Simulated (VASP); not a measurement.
Method: PBE GGA, VASP's PBE PAW potentials (set 64) (plane waves; VASP).

VASP ran on this input.

### INCAR
```
PREC=Accurate
ENCUT=400   # plane-wave cut-off (eV)
LASPH=.True.
ISMEAR=-5
LMAXMIX=6   # l cut-off of mixed one-centre charges
NELM=100   # most electronic steps
LWAVE=.False.
ISIF=2   # forces and stress, cell fixed
SYSTEM=Ta
ALGO=Normal
LCHARG=.False.
LREAL=.False.   # projection in real space or not
GGA=PE   # PBE
EDIFF=1E-6
```

### POSCAR
```
Ta
1
   -1.6500000000     1.6500000000     1.6500000000
    1.6500000000    -1.6500000000     1.6500000000
    1.6500000000     1.6500000000    -1.6500000000
Ta
1
Direct
  0.0000000000   0.0000000000   0.0000000000
```

### KPOINTS
```
Automatic mesh
0
Gamma
14 14 14
0 0 0
```

POTCAR, in this order: Ta_pv (PBE.64 set). Program: vasp_std.

For a metal the tetrahedron method with Blöchl corrections gives inexact stress and forces. Unless said otherwise, spin-orbit coupling is left out, though it shifts the bands of the heavy elements here.

Problem. Predict the energy per atom (σ→0), band gap (on the k-mesh).

Solution. 
| Item | Result |
|---|---|
| energy per atom (σ→0) | -11.810 eV/atom |
| band gap (on the k-mesh) | none (metal, semimetal or under 0.01 eV) |

### OSZICAR
```
...
DAV:   5    -0.122687282834E+02   -0.19921E-04   -0.19892E-04  2143   0.105E-01    0.136E+01
DAV:   6    -0.119170239232E+02    0.35170E+00   -0.39421E-01  1936   0.769E+00    0.666E+00
DAV:   7    -0.118110493627E+02    0.10597E+00   -0.32739E-01  1965   0.665E+00    0.393E-01
DAV:   8    -0.118097839679E+02    0.12654E-02   -0.40542E-03  1993   0.820E-01    0.111E-01
DAV:   9    -0.118097828059E+02    0.11619E-05   -0.13895E-04  1995   0.150E-01    0.330E-02
DAV:  10    -0.118097771902E+02    0.56158E-05   -0.45837E-06  2075   0.304E-02    0.544E-03
DAV:  11    -0.118097769712E+02    0.21901E-06   -0.22771E-07  1001   0.682E-03
   1 F= -.11809777E+02 E0= -.11809777E+02  d E =0.000000E+00
```

The compound is Ta in the bcc structure. The cell was not relaxed at this level. The run is one of a series of settings (ISMEAR = -5, SIGMA removed against the base run), some of them coarse on purpose.
